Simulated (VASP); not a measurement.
Crystal: SrRu2.

```
Sr Ru
1.0
     4.03072    0.00000    0.00000
    -2.01536    3.49071    0.00000
     0.00000    0.00000    5.10610
Sr Ru
1 2
Cartesian
  0.0000 0.0000 2.5530
  0.0000 2.3271 4.8942
  2.0154 1.1636 0.2119
```

The cell was built by a generator and needn't be a form met in nature.

| Property | Result |
| --- | --- |
| Program | VASP 6.6.1 |
| Task | relaxation of cell and atoms |
| Functional | PBE |
| Potentials or basis | VASP PAW PBE potentials, release 64 (Sr_sv, Ru_pv) |
| Cutoff | 600 eV |
| k mesh | 6 × 6 × 4 |
| Occupations | gaussian, width 0.1 eV |
| Spin | no spin polarisation |

At the start: pressure 0.2 GPa; volume 23.95 Å³/atom.

Task: Where does the relaxation end?

Result: Over 5 steps the energy falls by 2.5 meV/atom and the volume is 23.80 Å³/atom (-0.6 %); space group P-3m1 (No. 164, to 0.05 Å).

Step by step:
```tsv
step	energy change (eV)	largest force (eV/Å)	pressure (GPa)	volume (Å³)
1	0.0000	0.0338	0.19	71.84
2	-0.0052	0.0720	-0.79	72.13
3	-0.0052	0.0717	-0.77	72.12
4	-0.0072	0.0269	0.29	71.11
5	-0.0075	0.0007	-0.02	71.39
```

Final structure:
```
CELL_PARAMETERS angstrom
4.05385 0.00000 0.00000
-2.02693 3.51074 0.00000
0.00000 0.00000 5.01618
ATOMIC_POSITIONS crystal
Sr 0.00000 0.00000 0.50000
Ru 0.33333 0.66667 0.95945
Ru 0.66667 0.33333 0.04055
```
